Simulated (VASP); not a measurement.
Output of a VASP run:

File OSZICAR:
```
       N       E                     dE             d eps       ncg     rms          rms(c)
DAV:   1     0.389939219179E+01    0.38994E+01   -0.29474E+03   464   0.633E+02
DAV:   2    -0.108267434603E+02   -0.14726E+02   -0.14204E+02   696   0.750E+01
DAV:   3    -0.110208295407E+02   -0.19409E+00   -0.19409E+00   592   0.107E+01
DAV:   4    -0.110215766517E+02   -0.74711E-03   -0.74711E-03   752   0.694E-01
DAV:   5    -0.110215771002E+02   -0.44851E-06   -0.44796E-06   584   0.179E-02    0.488E+00
DAV:   6    -0.108965140149E+02    0.12506E+00   -0.82682E-02   568   0.150E+00    0.298E+00
DAV:   7    -0.108395433873E+02    0.56971E-01   -0.15626E-01   600   0.220E+00    0.192E-01
DAV:   8    -0.108406224292E+02   -0.10790E-02   -0.39777E-03   504   0.477E-01    0.747E-02
DAV:   9    -0.108408131700E+02   -0.19074E-03   -0.18694E-04   664   0.107E-01    0.576E-02
DAV:  10    -0.108408401379E+02   -0.26968E-04   -0.32812E-05   504   0.427E-02    0.106E-02
DAV:  11    -0.108408397789E+02    0.35894E-06   -0.56864E-07   704   0.534E-03
   1 F= -.10840840E+02 E0= -.10840840E+02  d E =-.167761E-11
```

OUTCAR:
```
------------------------ aborting loop because EDIFF is reached ----------------------------------------
  FORCE on cell =-STRESS in cart. coord.  units (eV):
  Direction    XX          YY          ZZ          XY          YZ          ZX
  --------------------------------------------------------------------------------------
  Total        0.4828455      0.4828455      0.4828455      0.0000000     -0.0000000     -0.0000000
  in kB       19.3169856     19.3169856     19.3169856      0.0000000     -0.0000000     -0.0000000
  external PRESSURE =      19.3169856 kB  Pullay stress =       0.0000000 kB
  volume of cell :       40.05
      direct lattice vectors                 reciprocal lattice vectors
     0.000000000  2.715500000  2.715500000    -0.184128153  0.184128153  0.184128153
     2.715500000  0.000000000  2.715500000     0.184128153 -0.184128153  0.184128153
     2.715500000  2.715500000  0.000000000     0.184128153  0.184128153 -0.184128153
 POSITION                                       TOTAL-FORCE (eV/Angst)
 -----------------------------------------------------------------------------------
      0.00000      0.00000      0.00000        -0.000000      0.000000      0.000000
      1.35775      1.35775      1.35775         0.000000     -0.000000     -0.000000
 -----------------------------------------------------------------------------------
    total drift:                                0.000000      0.000000     -0.000000
  FREE ENERGIE OF THE ION-ELECTRON SYSTEM (eV)
  ---------------------------------------------------
  free  energy   TOTEN  =       -10.8408397789 eV

  energy  without entropy=      -10.8408397789  energy(sigma->0) =      -10.84083978
```
(Selected blocks of OUTCAR.)

### POSCAR
```
Si
1
    0.0000000000     2.7155000000     2.7155000000
    2.7155000000     0.0000000000     2.7155000000
    2.7155000000     2.7155000000     0.0000000000
Si
2
Direct
  0.0000000000   0.0000000000   0.0000000000
  0.2500000000   0.2500000000   0.2500000000
```

### Question
Write an INCAR and KPOINTS that could have produced this output.

### Answer
Several could match; the one computed here: the input of the run itself, PBE GGA, plane waves, VASP's PBE PAW potentials (set 64).

INCAR:
```
# general
SYSTEM=Si
PREC  =Accurate
ENCUT =400   # plane-wave cut-off (eV)
LREAL =F
LASPH =T

# electronic loop
EDIFF =1E-6   # SCF stop (eV)
NELM  =100   # most electronic steps
ALGO  =Normal   # blocked Davidson

# smearing
ISMEAR=0   # Gaussian
SIGMA =0.05   # width (eV)

# functional
GGA   =PE   # PBE

# ions
ISIF  =2   # forces and stress, cell fixed

# output
LWAVE =F
LCHARG=F
```

**KPOINTS**
```
Automatic mesh
0
Gamma
8 8 8
0 0 0
```

POTCAR, in this order: Si (PBE.64 set). Program: vasp_std.

The compound is Si in the diamond structure. The cell was not relaxed at this level.
